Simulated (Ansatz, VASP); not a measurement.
# BeAlS3 in VASP and in Ansatz

The input INCAR:

```
ALGO = Normal
EDIFF = 1E-7
ENCUT = 520
GGA = PE
ISIF = 2
ISMEAR = 0
LASPH = True
LCHARG = False
LREAL = False
LWAVE = False
NBANDS = 20
NELM = 80
PREC = Accurate
SIGMA = 0.1
```

Contents of KPOINTS:

```
k-points
0
Gamma
  4 4 4
```

Contents of POSCAR:

```
BeAlS3
1.0
    4.1347691400      0.0000000000      0.0000000000
    0.0000000000      4.1347691400      0.0000000000
    0.0000000000      0.0000000000      5.4706524600
Be Al S
1 1 3
Direct
    0.0000000000      0.0000000000      0.5000000000
    0.0000000000      0.0000000000      0.0000000000
    0.5000000000      0.0000000000      0.5000000000
    0.0000000000      0.5000000000      0.5000000000
    0.5000000000      0.5000000000      0.0000000000
```

Input for Ansatz:

```yaml
crystal:
  lattice:
    - [4.13476914, 0.0, 0.0]
    - [0.0, 4.13476914, 0.0]
    - [0.0, 0.0, 5.47065246]
  atoms:
    - { symbol: Be, position: [0.0, 0.0, 0.5] }
    - { symbol: Al, position: [0.0, 0.0, 0.0] }
    - { symbol: S, position: [0.5, 0.0, 0.5] }
    - { symbol: S, position: [0.0, 0.5, 0.5] }
    - { symbol: S, position: [0.5, 0.5, 0.0] }
basis:
  ecutwfc: 420
kpoints:
  mp_grid: { grid: [4, 4, 4] }
hamiltonian:
  xc: pbe
scf:
  occupations: { method: gaussian, width: 0.1 }
  lower_state_search: "off"
output:
  forces: true
  stress: true
  eigenvalues: true
```

Alike in both runs: task single point; functional PBE; k mesh 4 × 4 × 4; occupations gaussian, width 0.1 eV; no spin polarisation.

|  | VASP | Ansatz |
| --- | --- | --- |
| version | VASP 6.6.1 | Ansatz 0.2.0 |
| potentials or method | VASP PAW PBE potentials, release 64 (Be, Al, S) | scalar-relativistic, plane waves, PAW |
| plane-wave cutoff (eV) | 520 | 420 |
| valence electrons in the cell | 23 | 23 |

```csv
,VASP,Ansatz,Ansatz less VASP
gap on the k mesh at the Fermi level (eV),none,none,-
pressure (GPa),-4.4,-4.4,+0.05
largest component of the traceless stress (GPa),9.42,9.41,-0.017
```

A gap of «none» marks a metal or a gap that the smearing closes. The functional is the same, so the differences come from potentials, cutoffs and numerics.

Caveats: the k mesh is coarse (spacing up to 0.38 Å⁻¹), so the values aren't converged.
